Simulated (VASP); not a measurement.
# SnC2: structure and properties in VASP, part 3 of 5

What structure does SnC2 take at this level, and what are its properties? The cell is invented: it takes the structure of COD entry 1522125, SrC2 (space group 139 there), with some of its atoms replaced by other elements, volume scaled by an estimate. It may not be a known or stable phase.

VASP 6.6.1, plane waves and PAW; the level of theory is named at each step.

So far, gap on the k-mesh (eV): step 2 (rough relaxation of the start cell) 1.02; step 3 (relaxing cell and atoms (BEEF-vdW)) 1.07. The relaxed cell has a = 4.111, c = 6.641 Å (conventional setting).

## (5) Bands along the symmetry lines (BEEF-vdW)

Level of this step: BEEF-vdW; plane waves and PAW (Sn_d, C); invented cell (VASP).

The mesh alone shows little of the dispersion and can miss band extrema, so KPOINTS_OPT adds a path through the symmetry points after the self-consistent cycle.

Contents of INCAR:

```
SYSTEM = SnC2
PREC = Accurate
ENCUT = 520
EDIFF = 1E-06
NELM = 100
ISMEAR = 0
SIGMA = 0.05
LREAL = .FALSE.
ALGO = Normal
GGA = BF
LUSE_VDW = .TRUE.
ZAB_VDW = -1.8867
LASPH = .TRUE.
NBANDS = 24
LORBIT = 11
LWAVE = .FALSE.
LCHARG = .FALSE.
```

Contents of POSCAR:

```
SnC2
1.0
   -2.0555048587      2.0555048587      3.3203830307
    2.0555048587     -2.0555048587      3.3203830307
    2.0555048587      2.0555048587     -3.3203830307
Sn C
1 2
Direct
    0.0000000000      0.0000000000      0.0000000000
    0.4043934983      0.4043934983      0.0000000000
    0.5956065017      0.5956065017      0.0000000000
```

Contents of KPOINTS:

```
Automatic mesh
0
Gamma
8 8 8
0 0 0
```

Contents of KPOINTS_OPT:

```
Line mode
16
Line-mode
Reciprocal
  0.00000000   0.00000000   0.00000000 GAMMA
  0.00000000   0.00000000   0.50000000 X

  0.00000000   0.00000000   0.50000000 X
 -0.19161551   0.19161551   0.50000000 Y

 -0.19161551   0.19161551   0.50000000 Y
 -0.34580775   0.34580775   0.34580775 S

 -0.34580775   0.34580775   0.34580775 S
  0.00000000   0.00000000   0.00000000 GAMMA

  0.00000000   0.00000000   0.00000000 GAMMA
  0.50000000   0.50000000  -0.50000000 Z

  0.50000000   0.50000000  -0.50000000 Z
  0.34580775   0.65419225  -0.34580775 S1

  0.34580775   0.65419225  -0.34580775 S1
  0.00000000   0.50000000   0.00000000 N

  0.00000000   0.50000000   0.00000000 N
  0.25000000   0.25000000   0.25000000 P

  0.25000000   0.25000000   0.25000000 P
  0.50000000   0.50000000  -0.19161551 Y1

  0.50000000   0.50000000  -0.19161551 Y1
  0.50000000   0.50000000  -0.50000000 Z

  0.00000000   0.00000000   0.50000000 X
  0.25000000   0.25000000   0.25000000 P
```

Potentials, in the order of the species: Sn_d and C (PBE family, release 64).

Started as:

```console
> mpirun -np 1 vasp_std
```

Output:

```text
[... set-up lines as in an earlier step ...]
 entering main loop
       N       E                     dE             d eps       ncg     rms          rms(c)
DAV:   1     0.177010942604E+03    0.17701E+03   -0.10325E+04  3032   0.113E+03
DAV:   2     0.517145613299E+01   -0.17184E+03   -0.16047E+03  3032   0.368E+02
DAV:   3    -0.154907763536E+02   -0.20662E+02   -0.20482E+02  3480   0.929E+01
DAV:   4    -0.161628950808E+02   -0.67212E+00   -0.67165E+00  3400   0.175E+01
DAV:   5    -0.161802873044E+02   -0.17392E-01   -0.17392E-01  3744   0.288E+00    0.877E+00
DAV:   6    -0.128747907157E+02    0.33055E+01   -0.62256E+00  3728   0.108E+01    0.362E+00
DAV:   7    -0.128061812918E+02    0.68609E-01   -0.16951E+00  3496   0.522E+00    0.198E+00
DAV:   8    -0.128226647421E+02   -0.16483E-01   -0.24960E-01  3648   0.261E+00    0.602E-01
DAV:   9    -0.128083111887E+02    0.14354E-01   -0.10401E-01  3624   0.129E+00    0.204E-01
DAV:  10    -0.128074837146E+02    0.82747E-03   -0.96371E-03  3472   0.414E-01    0.884E-02
DAV:  11    -0.128077244599E+02   -0.24075E-03   -0.73869E-04  3112   0.160E-01    0.262E-02
DAV:  12    -0.128077360260E+02   -0.11566E-04   -0.51536E-05  3576   0.539E-02    0.936E-03
DAV:  13    -0.128077380671E+02   -0.20411E-05   -0.78765E-06  3144   0.158E-02    0.266E-03
DAV:  14    -0.128077378438E+02    0.22334E-06   -0.10620E-06  2976   0.565E-03
   1 F= -.12807738E+02 E0= -.12807738E+02  d E =-.106535E-13
 Start KPOINTS_OPT (optional k-point list driver)
k-point batch [1-59\176]
       N       E                     dE             ncg
DAV:   1    -0.480015716389E+03   -0.37585E+05     3192
DAV:   2    -0.103127726437E+05   -0.98328E+04     3144
DAV:   3    -0.115532010640E+05   -0.12404E+04     3472
DAV:   4    -0.115958097907E+05   -0.42609E+02     3320
DAV:   5    -0.115968548645E+05   -0.10451E+01     3776
DAV:   6    -0.115968874005E+05   -0.32536E-01     3472
DAV:   7    -0.115968892431E+05   -0.18425E-02     4264
DAV:   8    -0.115968892592E+05   -0.16103E-04     2856
DAV:   9    -0.115968892596E+05   -0.41883E-06     2456
[...]
k-point batch [119-176\176]
       N       E                     dE             ncg
DAV:   1    -0.148390874860E+03   -0.43457E+05     3096
DAV:   2    -0.964116611990E+04   -0.94928E+04     3032
DAV:   3    -0.107816933534E+05   -0.11405E+04     3488
DAV:   4    -0.108191922399E+05   -0.37499E+02     3344
DAV:   5    -0.108201232764E+05   -0.93104E+00     3688
DAV:   6    -0.108201508133E+05   -0.27537E-01     3464
DAV:   7    -0.108201522820E+05   -0.14687E-02     4152
DAV:   8    -0.108201522967E+05   -0.14725E-04     2824
DAV:   9    -0.108201522972E+05   -0.50186E-06     2248
```

Wall time 6.8 min (1 MPI rank of AMD EPYC 7R43, shared host); peak memory 0.47 GiB.

From OUTCAR (step 5):

```text
   k-points           NKPTS =     59   k-points in BZ     NKDIM =     59   number of bands    NBANDS=     24

   NELECT =      22.0000    total number of electrons

 E-fermi :   4.4459

 k-point     1 :       0.0000    0.0000    0.0000
  band No.  band energies     occupation
    ...
      7      -2.9146      2.00000
      8      -0.3162      2.00000
      9       1.2817      2.00000
     10       1.2817      2.00000
     11       3.9133      2.00000
     12       7.3069      0.00000
     13       7.3278      0.00000
     14       7.3278      0.00000
     15       8.5853      0.00000
     16       8.5853      0.00000
    ...

Total vdW correction in eV:      3.5926262

  Total        0.0071222      0.0071222     -0.0166342      0.0000000     -0.0000000      0.0000000
  in kB        0.2033479      0.2033479     -0.4749265      0.0000000     -0.0000000      0.0000000
  external PRESSURE =      -0.0227435 kB  Pullay stress =       0.0000000 kB

 POSITION                                       TOTAL-FORCE (eV/Angst)
 -----------------------------------------------------------------------------------
      0.00000      0.00000      0.00000        -0.000000     -0.000000     -0.000000
      0.00000      0.00000      2.68548         0.000000      0.000000     -0.002271
      0.00000      0.00000      3.95528        -0.000000     -0.000000      0.002271
 -----------------------------------------------------------------------------------
    total drift:                               -0.000000     -0.000000      0.000000

  FREE ENERGIE OF THE ION-ELECTRON SYSTEM (eV)
  ---------------------------------------------------
  free  energy   TOTEN  =       -12.8077378438 eV

  energy  without entropy=      -12.8077378438  energy(sigma->0) =      -12.80773784

Total vdW correction in eV:      3.5926475

[... 8 parts as in an earlier step ...]

[... 8 further parts left out ...]
```

Spin-orbit coupling is off here; with elements this heavy it splits and shifts levels by tenths of an eV or more.

Numbers from this step:

* bands: 24
* Fermi energy: 4.446 eV
* pressure: -0.002274 GPa
* least gap on mesh and path: 1.029 eV
* least direct gap on mesh and path: 1.732 eV
* valence top at k: -0.1614, 0.1614, 0.1614
* least direct gap at k: -0.1844, 0.1844, 0.1844

The electronic bands at the labelled points (eV, zero at the valence-band top; v1 is the highest filled band, c1 the lowest empty one):

| point | v4 | v3 | v2 | v1 | c1 | c2 | c3 | c4 |
| --- | --- | --- | --- | --- | --- | --- | --- | --- |
| Γ | -4.56 | -2.96 | -2.96 | -0.33 | 3.07 | 3.09 | 3.09 | 4.35 |
| 0.53 of the way | -5.11 | -3.52 | -2.70 | -0.72 | 2.03 | 2.40 | 2.65 | 3.77 |
| X | -5.53 | -5.18 | -3.95 | -0.94 | 1.43 | 3.88 | 4.09 | 4.10 |
| 0.47 of the way | -5.67 | -5.09 | -3.53 | -0.90 | 1.60 | 3.38 | 4.05 | 4.34 |
| Y | -6.07 | -4.79 | -2.63 | -0.92 | 2.14 | 2.41 | 3.92 | 5.10 |
| 0.53 of the way | -6.36 | -4.04 | -2.15 | -1.43 | 2.40 | 2.67 | 3.68 | 4.86 |
| S | -6.45 | -3.32 | -2.39 | -1.70 | 2.77 | 2.88 | 3.40 | 4.78 |
| 0.47 of the way | -5.26 | -2.75 | -2.57 | -0.09 | 1.65 | 1.84 | 2.77 | 3.70 |
| Γ | -4.56 | -2.96 | -2.96 | -0.33 | 3.07 | 3.09 | 3.09 | 4.35 |
| 0.53 of the way | -3.86 | -3.45 | -3.45 | -2.73 | 3.53 | 3.53 | 5.06 | 5.52 |
| Z | -5.96 | -3.80 | -3.80 | -1.42 | 4.59 | 4.72 | 4.72 | 4.87 |
| 0.47 of the way | -6.34 | -3.69 | -3.37 | -1.49 | 3.83 | 3.89 | 4.34 | 5.18 |
| S1 | -6.45 | -3.32 | -2.39 | -1.70 | 2.77 | 2.88 | 3.40 | 4.78 |
| 0.53 of the way | -5.35 | -3.00 | -2.60 | -1.45 | 1.77 | 2.51 | 2.72 | 4.89 |
| N | -4.17 | -3.72 | -2.83 | -0.86 | 1.03 | 2.10 | 2.82 | 5.05 |
| 0.47 of the way | -4.21 | -4.05 | -3.21 | -2.22 | 2.14 | 2.73 | 3.14 | 4.68 |
| P | -4.65 | -4.65 | -3.21 | -3.21 | 2.69 | 2.69 | 4.64 | 4.64 |
| 0.53 of the way | -4.95 | -4.94 | -3.62 | -1.51 | 1.94 | 3.37 | 3.63 | 4.97 |
| Y1 | -6.07 | -4.79 | -2.63 | -0.92 | 2.14 | 2.41 | 3.92 | 5.10 |
| 0.53 of the way | -6.50 | -4.11 | -2.67 | -1.55 | 3.42 | 3.48 | 3.96 | 5.26 |
| Z | -5.96 | -3.80 | -3.80 | -1.42 | 4.59 | 4.72 | 4.72 | 4.87 |
| jump to X | -5.53 | -5.18 | -3.95 | -0.94 | 1.43 | 3.88 | 4.09 | 4.10 |
| 0.47 of the way | -5.05 | -4.74 | -4.15 | -1.62 | 1.77 | 3.66 | 4.07 | 4.58 |
| P | -4.65 | -4.65 | -3.21 | -3.21 | 2.69 | 2.69 | 4.64 | 4.64 |

Of the projections kept (Sn, C), the largest for each band there; the rest of the weight can lie on other orbitals:

| point | v4 | v3 | v2 | v1 | c1 | c2 | c3 | c4 |
| --- | --- | --- | --- | --- | --- | --- | --- | --- |
| Γ | C 0.96 | C 0.89 | C 0.89 | C 0.62 | Sn 0.95 | C 0.88 | C 0.88 | Sn 0.88 |
| X | C 0.88 | C 0.68 | C 0.75 | C 0.75 | C 0.80 | Sn 0.64 | Sn 0.79 | C 0.52 |
| Y | C 0.84 | C 0.71 | C 0.84 | C 0.72 | C 0.76 | Sn 0.81 | Sn 0.51 | Sn 0.70 |
| S | C 0.81 | C 0.87 | C 0.59 | C 0.84 | Sn 0.61 | C 0.66 | Sn 0.86 | C 0.99 |
| Γ | C 0.96 | C 0.89 | C 0.89 | C 0.62 | Sn 0.95 | C 0.88 | C 0.88 | Sn 0.88 |
| Z | Sn 0.93 | C 0.81 | C 0.81 | C 0.94 | Sn 0.54 | Sn 0.74 | Sn 0.74 | Sn 1.00 |

The path lowers the gap by 0.04 eV against the mesh alone, so a band edge lies off the mesh.

## (6) Density of states (BEEF-vdW)

Here the states are counted by energy and projected on the atoms. The mesh is finer than in the run before.

INCAR: that of step 5 with these lines changed.

```diff
@@ -5,3 +5,3 @@
 NELM = 100
-ISMEAR = 0
+ISMEAR = -5
 SIGMA = 0.05
@@ -17 +17,2 @@
 LCHARG = .FALSE.
+NEDOS = 2001
```

POSCAR is that of step 5.

Contents of KPOINTS:

```
Automatic mesh
0
Gamma
11 11 11
0 0 0
```

Started as:

```console
> mpirun -np 1 vasp_std
```

Output:

```text
[... set-up lines as in an earlier step ...]
 entering main loop
       N       E                     dE             d eps       ncg     rms          rms(c)
DAV:   1     0.177119514670E+03    0.17712E+03   -0.10151E+04  6608   0.114E+03
DAV:   2     0.544819190376E+01   -0.17167E+03   -0.16051E+03  6704   0.379E+02
DAV:   3    -0.154738287973E+02   -0.20922E+02   -0.20757E+02  7288   0.926E+01
DAV:   4    -0.161626014989E+02   -0.68877E+00   -0.68840E+00  7504   0.178E+01
DAV:   5    -0.161802246680E+02   -0.17623E-01   -0.17623E-01  8016   0.292E+00    0.877E+00
DAV:   6    -0.128745235173E+02    0.33057E+01   -0.62545E+00  8056   0.108E+01    0.362E+00
DAV:   7    -0.128061410220E+02    0.68382E-01   -0.16991E+00  7464   0.523E+00    0.198E+00
DAV:   8    -0.128226949534E+02   -0.16554E-01   -0.25034E-01  7664   0.261E+00    0.603E-01
DAV:   9    -0.128083576252E+02    0.14337E-01   -0.10466E-01  7816   0.129E+00    0.206E-01
DAV:  10    -0.128074954490E+02    0.86218E-03   -0.96642E-03  7232   0.415E-01    0.889E-02
DAV:  11    -0.128077383548E+02   -0.24291E-03   -0.75419E-04  6928   0.161E-01    0.258E-02
DAV:  12    -0.128077495592E+02   -0.11204E-04   -0.49862E-05  7504   0.533E-02    0.958E-03
DAV:  13    -0.128077515058E+02   -0.19466E-05   -0.78604E-06  6952   0.157E-02    0.276E-03
DAV:  14    -0.128077512765E+02    0.22928E-06   -0.11544E-06  6192   0.584E-03
   1 F= -.12807751E+02 E0= -.12807751E+02  d E =0.000000E+00
```

Wall time 6.1 min (1 MPI rank); peak memory 0.53 GiB.

OUTCAR, selected parts (step 6):

```text
   k-points           NKPTS =    126   k-points in BZ     NKDIM =    126   number of bands    NBANDS=     24

   NELECT =      22.0000    total number of electrons

 E-fermi :   4.1742

 k-point     1 :       0.0000    0.0000    0.0000
  band No.  band energies     occupation
    ...
      7      -2.9146      2.00000
      8      -0.3163      2.00000
      9       1.2817      2.00000
     10       1.2817      2.00000
     11       3.9132      2.00000
     12       7.3069      0.00000
     13       7.3277      0.00000
     14       7.3277      0.00000
     15       8.5853      0.00000
     16       8.5853      0.00000
    ...

Total vdW correction in eV:      3.5926213

  Total        0.0072443      0.0072443     -0.0173254      0.0000000      0.0000000      0.0000000
  in kB        0.2068353      0.2068353     -0.4946629      0.0000000      0.0000000      0.0000000
  external PRESSURE =      -0.0269974 kB  Pullay stress =       0.0000000 kB

 POSITION                                       TOTAL-FORCE (eV/Angst)
 -----------------------------------------------------------------------------------
      0.00000      0.00000      0.00000        -0.000000     -0.000000      0.000000
      0.00000      0.00000      2.68548         0.000000      0.000000     -0.002080
      0.00000      0.00000      3.95528        -0.000000     -0.000000      0.002080
 -----------------------------------------------------------------------------------
    total drift:                               -0.000000     -0.000000      0.000000

  FREE ENERGIE OF THE ION-ELECTRON SYSTEM (eV)
  ---------------------------------------------------
  free  energy   TOTEN  =       -12.8077512765 eV

  energy  without entropy=      -12.8077512765  energy(sigma->0) =      -12.80775128

Total vdW correction in eV:      3.5926420

[... 7 parts as in an earlier step ...]

[... 9 further parts left out ...]
```

Numbers from this step:

| Property | Result |
| --- | --- |
| irreducible k-points | 126 |
| Fermi energy | 4.174 eV |
| pressure | -0.002700 GPa |
| valence top at k | -0.1818, 0.1818, 0.1818 |
| conduction bottom at k | 0.4545, 0, 0 |
| least direct gap at k | -0.1818, 0.1818, 0.1818 |
| gap on the k-mesh | 1.152 eV |
| least direct gap on the k-mesh | 1.733 eV |

The density of states has structure finer than the step of the table below, so its rows give means over 0.5 eV, whole bins alone (the curve runs from -12.0 to 9.14 eV). Peaks (eV: height): total -7.49: 3.67, -2.98: 3.11, 2.02: 3.13, 3.04: 3.52; C p -2.98: 1.30, -1.54: 0.643, 3.08: 0.821, 5.35: 0.710; Sn p 2.02: 0.721, 3.04: 0.876, 3.80: 0.758, 6.20: 0.464; C s -7.49: 0.267, -4.30: 0.338, 2.02: 0.135, 6.16: 0.065; Sn s -7.49: 1.50, -0.94: 0.348.

States under -12.0 eV and over 9.1 eV are left out. Density of states against energy, zero at the valence-band top; means over each step; values in states/eV/cell:

| energy (eV) | total | C p | Sn p | C s | Sn s |
| --- | --- | --- | --- | --- | --- |
| -8.5 | 0 | 0 | 0 | 0 | 0 |
| -8.0 | 0.109 | 0.00870 | 1.4e-4 | 0.00737 | 0.0447 |
| -7.5 | 2.57 | 0.263 | 0.0123 | 0.181 | 1.05 |
| -7.0 | 1.19 | 0.103 | 0.0173 | 0.0966 | 0.480 |
| -6.5 | 0.173 | 0.0148 | 0.00354 | 0.0131 | 0.0735 |
| -6.0 | 0.375 | 0.0349 | 0.0225 | 0.0754 | 0.0616 |
| -5.5 | 0.715 | 0.0852 | 0.0454 | 0.177 | 0.0546 |
| -5.0 | 1.12 | 0.177 | 0.0714 | 0.259 | 0.0557 |
| -4.5 | 1.73 | 0.364 | 0.112 | 0.306 | 0.0721 |
| -4.0 | 1.62 | 0.437 | 0.113 | 0.164 | 0.0667 |
| -3.5 | 2.15 | 0.782 | 0.173 | 0.0363 | 0.0462 |
| -3.0 | 2.73 | 1.13 | 0.163 | 0.0500 | 0.0435 |
| -2.5 | 1.56 | 0.667 | 0.0600 | 0.0512 | 0.0729 |
| -2.0 | 0.829 | 0.298 | 0.0362 | 0.0430 | 0.130 |
| -1.5 | 1.39 | 0.503 | 0.0573 | 0.0561 | 0.278 |
| -1.0 | 1.19 | 0.427 | 0.0491 | 0.0405 | 0.280 |
| -0.5 | 0.409 | 0.133 | 0.0191 | 0.0169 | 0.114 |
| 0.0 | 0.0837 | 0.0291 | 0.00220 | 0.00408 | 0.0238 |
| 0.5 | 0 | 0 | 0 | 0 | 0 |
| 1.0 | 0.00802 | 3.8e-4 | 0.00307 | 5.2e-4 | 5.7e-5 |
| 1.5 | 0.516 | 0.0534 | 0.158 | 0.0269 | 0.00440 |
| 2.0 | 2.36 | 0.381 | 0.575 | 0.0998 | 0.0134 |
| 2.5 | 2.41 | 0.444 | 0.636 | 0.0735 | 0.0132 |
| 3.0 | 3.21 | 0.724 | 0.821 | 0.0644 | 0.0165 |
| 3.5 | 2.37 | 0.572 | 0.670 | 0.0447 | 0.0130 |
| 4.0 | 1.82 | 0.402 | 0.597 | 0.0291 | 0.00518 |
| 4.5 | 1.51 | 0.364 | 0.440 | 0.0275 | 0.00190 |
| 5.0 | 1.67 | 0.545 | 0.325 | 0.0116 | 4.9e-4 |
| 5.5 | 1.20 | 0.383 | 0.242 | 0.0206 | 3.1e-4 |
| 6.0 | 1.47 | 0.414 | 0.404 | 0.0518 | 6.1e-4 |
| 6.5 | 1.40 | 0.373 | 0.403 | 0.0528 | 7.0e-4 |
| 7.0 | 0.498 | 0.0952 | 0.121 | 0.0116 | 9.3e-4 |
| 7.5 | 0.261 | 0.00392 | 0.0260 | 0.00124 | 0.00156 |
| 8.0 | 0.312 | 0.00699 | 0.0270 | 0.00168 | 0.00267 |
| 8.5 | 0.482 | 0.0257 | 0.0297 | 0.00546 | 0.00588 |

The gap on this mesh is 1.15 eV, over the 1.03 eV of the band run, since this mesh misses a band edge. In the top eV of the valence band the largest shares in the PAW spheres are C p 35 % and Sn s 26 %; in the lowest eV of the conduction band, Sn p 26 % and C p 15 %. The rest lies in smaller channels or between the spheres.

(Part 3 of 5 ends here.)

[Lines on the potential files, build, host, timing and source positions are cut from VASP's logs without a mark.]

[Logs are printed without paths, hosts, clocks, repeated set-up lines and the standing remarks that a program may print on its own settings, such as how far it seeks lower states.]

[Hosts, paths, dates, database ids (printed as entryN), source tags and the programs' standing remarks are cut or masked in the printed files.]

[A measured line is paired with the nearest computed mode of its activity, which favours agreement.]
